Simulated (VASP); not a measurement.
Data:

```
CELL_PARAMETERS angstrom
      4.03649    -2.19810     0.00000
      4.03649     2.19810     0.00000
      2.83950     0.00000     3.61416
ATOMIC_POSITIONS crystal
  Sb 0.23350 0.23350 0.23350
  Sb 0.76650 0.76650 0.76650
```

The numbers are results of PBE GGA, VASP's PBE PAW potentials (set 64) (plane waves; VASP 6.6.1), not measurements. Run with 400 eV cut-off, 9×9×9 Γ-centred mesh, first-order Methfessel-Paxton smearing of 0.10 eV, potentials Sb.

### Question
What does the run give for the energy per atom (σ→0), largest force?

### Answer

```yaml
energy per atom (σ→0): -4140 meV/atom
largest_force: 0.081 eV/Å
```

The compound is Sb in the a7 structure. The cell was not relaxed at this level.
